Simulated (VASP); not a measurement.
Given:

```
Mg3Sb2
1.0
    4.50256     0.00000     0.00000
   -2.25128     3.89933     0.00000
    0.00000     0.00000     7.13391
Mg Sb
3 2
Direct
  0.00000   0.00000   0.00000
  0.33333   0.66667   0.36662
  0.66667   0.33333   0.63338
  0.33333   0.66667   0.77187
  0.66667   0.33333   0.22813
```

The numbers are results of PBE GGA, VASP's PBE PAW potentials (set 64) (plane waves; VASP), not measurements. Settings: 300 eV cut-off, 7×7×4 Γ-centred mesh, Fermi-Dirac smearing of 0.050 eV, potentials Mg Sb.

Estimate the energy per atom (σ→0), pressure, largest force.

```
Property                        Value
---------------------  --------------
energy per atom (σ→0)  -2.912 eV/atom
pressure                     3.20 GPa
largest force              0.275 eV/Å
```

Total energies compare only between runs with the same potentials, cut-off and functional.

The structure comes from a computed database's Mg3Sb2 entry; how it stands against other phases isn't given here. The cell was not relaxed at this level.
